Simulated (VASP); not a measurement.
An input for Ansatz (written as the equivalent of a VASP run, and not itself run):

Ansatz 0.2 input:
```yaml
crystal:
  lattice:
    - [-2.5858050, 2.5858050, 1.4108460]
    - [2.5858050, -2.5858050, 1.4108460]
    - [2.5858050, 2.5858050, -1.4108460]
  atoms:
    - { symbol: Nb, position: [0.7500000, 0.2500000, 0.5000000] }
    - { symbol: Nb, position: [0.0000000, 0.0000000, 0.0000000] }
kpoints:
  mp_grid: { grid: [13, 13, 13] }
hamiltonian:
  xc: pbesol
  pseudopotentials: { kind: paw }
scf:
  occupations: { method: methfessel_paxton, width: 0.1 }
  max_iter: 100
relax:
  max_steps: 60
  f_tol: 0.01
  cell: {}
output: { forces: true, stress: true, eigenvalues: true }
```

Translate this input to VASP (INCAR, KPOINTS, POSCAR, choice of POTCAR).

This is not unique; one that fits is 
**POSCAR**
```
Nb
1
   -2.5858050000     2.5858050000     1.4108460000
    2.5858050000    -2.5858050000     1.4108460000
    2.5858050000     2.5858050000    -1.4108460000
Nb
2
Direct
  0.7500000000   0.2500000000   0.5000000000
  0.0000000000   0.0000000000   0.0000000000
```

### INCAR
```
SYSTEM = Nb
PREC = Accurate
ENCUT = 400
EDIFF = 1E-6
NELM = 100
ALGO = Normal
LREAL = .FALSE.
LASPH = .TRUE.
ISMEAR = 1
SIGMA = 0.1
GGA = PS
LMAXMIX = 4
LWAVE = .FALSE.
LCHARG = .FALSE.
IBRION = 2
ISIF = 3
NSW = 60
EDIFFG = -0.01
```

**KPOINTS**
```
Automatic mesh
0
gamma
 13 13 13
0 0 0
```

POTCAR, in this order: Nb_sv (PBE.64 set). Program: vasp_std.

What does not carry over: each code has its own PAW files, so the cut-off isn't converted (ENCUT is set for VASP's; basis.ecutwfc is left out, and Ansatz then takes the one that its files recommend); Ansatz stops its SCF on the density residual and VASP on the energy change (EDIFF).

The structure was generated: Nb was put into the beta-Sn type (I4_1/amd), which need not be its known phase. This run relaxes it. Symmetry was kept, so distortions that lower it aren't found.
